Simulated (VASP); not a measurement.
Here is the system:

```xyz
2
Lattice="0.0000 2.9083 2.9083 2.9083 0.0000 2.9083 2.9083 2.9083 0.0000" Properties=species:S:1:pos:R:3 pbc="T T T"
Cd     0.0000     0.0000     0.0000
S      1.4541     1.4541     1.4541
```

Level of theory: TPSS meta-GGA, VASP's PBE PAW potentials (set 64) (plane waves; VASP 6.6.1). Settings: 520 eV cut-off, 8×8×8 Γ-centred mesh, Gaussian smearing of 0.050 eV, potentials Cd S.

Problem. Predict the energy per atom (σ→0), pressure, band gap (on the k-mesh) with the smallest direct gap where there is one.

Solution. 
```yaml
band gap (on the k-mesh): 1.35 eV
smallest direct gap (on the k-mesh): 1.35 eV
energy per atom (σ→0): -9.739 eV/atom
pressure: 3.88 GPa
```

Only differences to runs with the same potentials and settings are physical.

The compound is CdS in the zinc blende structure, a metastable form; wurtzite is the usual one. This cell is one point of a volume scan, at 0.94 of the reference volume.
